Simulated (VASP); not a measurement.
Given:

```
CELL_PARAMETERS angstrom
      0.00000     2.04037     2.04037
      2.04037     0.00000     2.04037
      2.04037     2.04037     0.00000
ATOMIC_POSITIONS crystal
  Au 0.00000 0.00000 0.00000
```

These are PBEsol GGA, VASP's PBE PAW potentials (set 64) (plane waves; VASP) values and carry that method's errors. Run with 400 eV cut-off, Gaussian smearing of 0.050 eV, potentials Au.

### Question
Give the energies of bands 1 to 7 at the high-symmetry points, in eV from the Fermi level.

### Answer

| band | Γ | X | U | L | W |
|---|---|---|---|---|---|
| 1 | -9.99 | -7.14 | -6.52 | -7.40 | -6.03 |
| 2 | -4.74 | -6.82 | -5.90 | -4.77 | -5.22 |
| 3 | -4.74 | -2.03 | -3.89 | -4.77 | -5.22 |
| 4 | -4.74 | -1.66 | -2.91 | -1.99 | -3.36 |
| 5 | -3.20 | -1.66 | -2.12 | -1.99 | -1.66 |
| 6 | -3.20 | 0.91 | 3.78 | -1.08 | 4.66 |
| 7 | 14.46 | 5.73 | 4.60 | 3.03 | 6.23 |

It has no gap at this level: it comes out as a metal or semimetal.

The structure comes from a measured Au entry (Fm-3m) of the Crystallography Open Database, whose conditions weren't checked. It was relaxed first.
